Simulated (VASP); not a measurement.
Crystal: CaHgI3.

```
Ca Hg I
1.0
     5.94556    0.00000    0.00000
     0.00000    5.94556    0.00000
     0.00000    0.00000    5.94556
Ca Hg I
1 1 3
Direct
  0.50000 0.50000 0.50000
  0.00000 0.00000 0.00000
  0.50000 0.00000 0.00000
  0.00000 0.50000 0.00000
  0.00000 0.00000 0.50000
```

The cell was built by a generator and needn't be a form met in nature.

Program: VASP 6.6.1. Alike in all runs: potentials or basis VASP PAW PBE potentials, release 64 (Ca_sv, Hg, I); cell as given; cutoff (eV) 520. Hardware: 1 thread of AMD EPYC 9R45 96-Core Processor (Zen 5), on a shared host.

Question: Order these runs on this cell by their wall time, lowest first.
A. task band structure; level BLYP+D3(BJ); spin SOC, no magnetisation; k mesh 4 × 4 × 4; smearing fermi-dirac 0.02 eV
B. task electric field gradients; level BLYP+D4; spin off; k mesh 4 × 4 × 4; smearing tetrahedron; other keys MAXMIX = 10; k = 4 × 4 × 4; ISMEAR = -5; SIGMA = 0.02
C. task single point; level PBE; spin off; k mesh 5 × 5 × 5; smearing fermi-dirac 0.05 eV

Answer: C (51 s), B (130 s), A (1300 s).

Caveats: an odd number of electrons without spin polarisation forces a metal (some runs); a magnetic or distorted state may lie lower (some runs).
